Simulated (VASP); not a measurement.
Calculation: PBEsol GGA, VASP's PBE PAW potentials (set 64) (plane waves; VASP).

A VASP calculation is set up with these files.

**INCAR**
```
SYSTEM = Al
PREC = Accurate
ENCUT = 400
EDIFF = 1E-6
NELM = 100
ALGO = Normal
LREAL = .FALSE.
LASPH = .TRUE.
ISMEAR = 1
SIGMA = 0.1
GGA = PS
LWAVE = .FALSE.
LCHARG = .FALSE.
IBRION = 2
ISIF = 3
NSW = 60
EDIFFG = -0.01
```

File POSCAR:
```
Al
1
   -2.5187990000     2.5187990000     1.3742870000
    2.5187990000    -2.5187990000     1.3742870000
    2.5187990000     2.5187990000    -1.3742870000
Al
2
Direct
  0.7500000000   0.2500000000   0.5000000000
  0.0000000000   0.0000000000   0.0000000000
```

File KPOINTS:
```
Automatic mesh
0
Gamma
14 14 14
0 0 0
```

POTCAR, in this order: Al (PBE.64 set). Program: vasp_std.

The run wrote:

**OSZICAR**
```
       N       E                     dE             d eps       ncg     rms          rms(c)
DAV:   1    -0.202276376625E+01   -0.20228E+01   -0.18484E+03  3619   0.488E+02
DAV:   2    -0.749515017151E+01   -0.54724E+01   -0.50968E+01  4690   0.438E+01
DAV:   3    -0.753870689156E+01   -0.43557E-01   -0.42662E-01  5047   0.489E+00
DAV:   4    -0.753883504419E+01   -0.12815E-03   -0.12813E-03  4984   0.233E-01
DAV:   5    -0.753883544241E+01   -0.39822E-06   -0.39886E-06  5117   0.929E-03    0.180E+00
DAV:   6    -0.751975829606E+01    0.19077E-01   -0.35503E-03  4508   0.336E-01    0.102E+00
DAV:   7    -0.750739756313E+01    0.12361E-01   -0.83393E-03  4263   0.508E-01    0.188E-01
DAV:   8    -0.750734977546E+01    0.47788E-04   -0.10143E-04  5446   0.900E-02    0.382E-02
DAV:   9    -0.750734904336E+01    0.73210E-06   -0.83323E-07  4494   0.600E-03
   1 F= -.75073490E+01 E0= -.75073066E+01  d E =-.750735E+01
       N       E                     dE             d eps       ncg     rms          rms(c)
DAV:   1    -0.758752988219E+01   -0.80180E-01   -0.11930E+00  4893   0.653E+00    0.830E-01
DAV:   2    -0.757712414786E+01    0.10406E-01   -0.15435E-02  4319   0.911E-01    0.341E-01
DAV:   3    -0.757117022392E+01    0.59539E-02   -0.60812E-03  4865   0.383E-01    0.115E-01
DAV:   4    -0.757085189356E+01    0.31833E-03   -0.42371E-04  4704   0.121E-01    0.685E-02
DAV:   5    -0.757083840697E+01    0.13487E-04   -0.16795E-05  4753   0.245E-02    0.519E-03
DAV:   6    -0.757083838401E+01    0.22960E-07   -0.25046E-07  2541   0.424E-03
   2 F= -.75708384E+01 E0= -.75708294E+01  d E =-.634893E-01
       N       E                     dE             d eps       ncg     rms          rms(c)
DAV:   1    -0.757214317783E+01   -0.13048E-02   -0.18091E-02  4886   0.812E-01    0.102E-01
DAV:   2    -0.757199243999E+01    0.15074E-03   -0.22225E-04  4249   0.108E-01    0.415E-02
DAV:   3    -0.757190702572E+01    0.85414E-04   -0.86665E-05  4872   0.460E-02    0.149E-02
DAV:   4    -0.757190246780E+01    0.45579E-05   -0.72356E-06  4536   0.155E-02    0.855E-03
DAV:   5    -0.757190256594E+01   -0.98138E-07   -0.24702E-07  2149   0.314E-03
   3 F= -.75719026E+01 E0= -.75719942E+01  d E =-.645535E-01
       N       E                     dE             d eps       ncg     rms          rms(c)
DAV:   1    -0.757189642773E+01    0.60401E-05   -0.38419E-04  4879   0.118E-01    0.146E-02
DAV:   2    -0.757189346887E+01    0.29589E-05   -0.46973E-06  4284   0.157E-02    0.600E-03
DAV:   3    -0.757189191224E+01    0.15566E-05   -0.17947E-06  2968   0.668E-03    0.194E-03
DAV:   4    -0.757189191985E+01   -0.76049E-08   -0.18262E-07  1876   0.264E-03
   4 F= -.75718919E+01 E0= -.75719986E+01  d E =-.645429E-01
       N       E                     dE             d eps       ncg     rms          rms(c)
DAV:   1    -0.757436972439E+01   -0.24778E-02   -0.25618E-02  4949   0.884E-01    0.103E-01
DAV:   2    -0.757409570779E+01    0.27402E-03   -0.38332E-04  4193   0.141E-01    0.548E-02
DAV:   3    -0.757396109608E+01    0.13461E-03   -0.31353E-04  4788   0.802E-02    0.944E-03
DAV:   4    -0.757396181400E+01   -0.71792E-06   -0.74674E-06  3955   0.223E-02
   5 F= -.75739618E+01 E0= -.75738806E+01  d E =-.206989E-02
       N       E                     dE             d eps       ncg     rms          rms(c)
DAV:   1    -0.757909394623E+01   -0.51329E-02   -0.15784E-01  4963   0.217E+00    0.251E-01
DAV:   2    -0.757750647058E+01    0.15875E-02   -0.22119E-03  4242   0.340E-01    0.133E-01
DAV:   3    -0.757673265206E+01    0.77382E-03   -0.18066E-03  4788   0.193E-01    0.222E-02
DAV:   4    -0.757673634437E+01   -0.36923E-05   -0.43504E-05  3934   0.539E-02    0.104E-02
DAV:   5    -0.757673638888E+01   -0.44501E-07   -0.68530E-07  3731   0.604E-03
   6 F= -.75767364E+01 E0= -.75765737E+01  d E =-.484447E-02
       N       E                     dE             d eps       ncg     rms          rms(c)
DAV:   1    -0.757849338198E+01   -0.17570E-02   -0.23418E-02  4935   0.842E-01    0.960E-02
DAV:   2    -0.757821394284E+01    0.27944E-03   -0.38423E-04  4242   0.140E-01    0.519E-02
DAV:   3    -0.757807943484E+01    0.13451E-03   -0.32470E-04  4669   0.825E-02    0.827E-03
DAV:   4    -0.757807980241E+01   -0.36757E-06   -0.74570E-06  4067   0.221E-02
   7 F= -.75780798E+01 E0= -.75779855E+01  d E =-.134341E-02
       N       E                     dE             d eps       ncg     rms          rms(c)
DAV:   1    -0.757833048386E+01   -0.25105E-03   -0.60499E-03  4928   0.427E-01    0.494E-02
DAV:   2    -0.757825603177E+01    0.74452E-04   -0.10117E-04  4200   0.717E-02    0.267E-02
DAV:   3    -0.757822047595E+01    0.35556E-04   -0.85771E-05  4697   0.424E-02    0.422E-03
DAV:   4    -0.757822052385E+01   -0.47902E-07   -0.19307E-06  3430   0.113E-02
   8 F= -.75782205E+01 E0= -.75781680E+01  d E =-.148413E-02
       N       E                     dE             d eps       ncg     rms          rms(c)
DAV:   1    -0.757823197381E+01   -0.11498E-04   -0.21480E-04  4921   0.803E-02    0.931E-03
DAV:   2    -0.757822937543E+01    0.25984E-05   -0.35995E-06  4130   0.135E-02    0.505E-03
DAV:   3    -0.757822818566E+01    0.11898E-05   -0.30464E-06  3584   0.804E-03    0.702E-04
DAV:   4    -0.757822821049E+01   -0.24825E-07   -0.86582E-08  1771   0.247E-03
   9 F= -.75782282E+01 E0= -.75781697E+01  d E =-.149182E-02
       N       E                     dE             d eps       ncg     rms          rms(c)
DAV:   1    -0.757848296756E+01   -0.25478E-03   -0.20535E-03  4921   0.272E-01    0.349E-02
DAV:   2    -0.757846571651E+01    0.17251E-04   -0.25815E-05  4221   0.373E-02    0.150E-02
DAV:   3    -0.757845577063E+01    0.99459E-05   -0.10346E-05  4823   0.154E-02    0.484E-03
DAV:   4    -0.757845517383E+01    0.59680E-06   -0.56292E-07  2037   0.478E-03
  10 F= -.75784552E+01 E0= -.75783749E+01  d E =-.226963E-03
       N       E                     dE             d eps       ncg     rms          rms(c)
DAV:   1    -0.757847693621E+01   -0.21166E-04   -0.27904E-04  4928   0.100E-01    0.127E-02
DAV:   2    -0.757847444263E+01    0.24936E-05   -0.34967E-06  4186   0.137E-02    0.548E-03
DAV:   3    -0.757847293104E+01    0.15116E-05   -0.13520E-06  2436   0.563E-03    0.151E-03
DAV:   4    -0.757847279508E+01    0.13596E-06   -0.12346E-07  1771   0.237E-03
  11 F= -.75784728E+01 E0= -.75783836E+01  d E =-.244585E-03
```

**OUTCAR**
```
------------------------ aborting loop because EDIFF is reached ----------------------------------------
  FORCE on cell =-STRESS in cart. coord.  units (eV):
  Direction    XX          YY          ZZ          XY          YZ          ZX
  --------------------------------------------------------------------------------------
  Total        0.0157560      0.0157560     -0.0062366      0.0000000      0.0000000      0.0000000
  in kB        0.6715761      0.6715761     -0.2658257      0.0000000      0.0000000      0.0000000
  external PRESSURE =       0.3591088 kB  Pullay stress =       0.0000000 kB
  volume of cell :       37.59
      direct lattice vectors                 reciprocal lattice vectors
    -2.642054534  2.642054534  1.346226178     0.000000000  0.189246661  0.371408615
     2.642054534 -2.642054534  1.346226178     0.189246661  0.000000000  0.371408615
     2.642054534  2.642054534 -1.346226178     0.189246661  0.189246661  0.000000000
 POSITION                                       TOTAL-FORCE (eV/Angst)
 -----------------------------------------------------------------------------------
      0.00000      2.64205      0.67311         0.000000      0.000000      0.000000
      0.00000     -0.00000      0.00000        -0.000000     -0.000000     -0.000000
 -----------------------------------------------------------------------------------
    total drift:                               -0.000000     -0.000000     -0.000000
  FREE ENERGIE OF THE ION-ELECTRON SYSTEM (eV)
  ---------------------------------------------------
  free  energy   TOTEN  =        -7.5784727951 eV

  energy  without entropy=       -7.5782053416  energy(sigma->0) =       -7.57838364

 reached required accuracy - stopping structural energy minimisation
```
(Selected blocks of OUTCAR.)

CONTCAR:
```
Al
   1.00000000000000
    -2.6420545341289010    2.6420545341289010    1.3462261781052509
     2.6420545341289010   -2.6420545341289010    1.3462261781052509
     2.6420545341289010    2.6420545341289010   -1.3462261781052509
  Al
     2
Direct
     0.7500000000000000    0.2500000000000000    0.5000000000000000
     0.0000000000000000    0.0000000000000000    0.0000000000000000
```

Energy and stress use the plane-wave basis of the starting cell.

The structure was generated: Al was put into the beta-Sn type (I4_1/amd), which need not be its known phase. This run relaxes it. Symmetry was kept, so distortions that lower it aren't found.
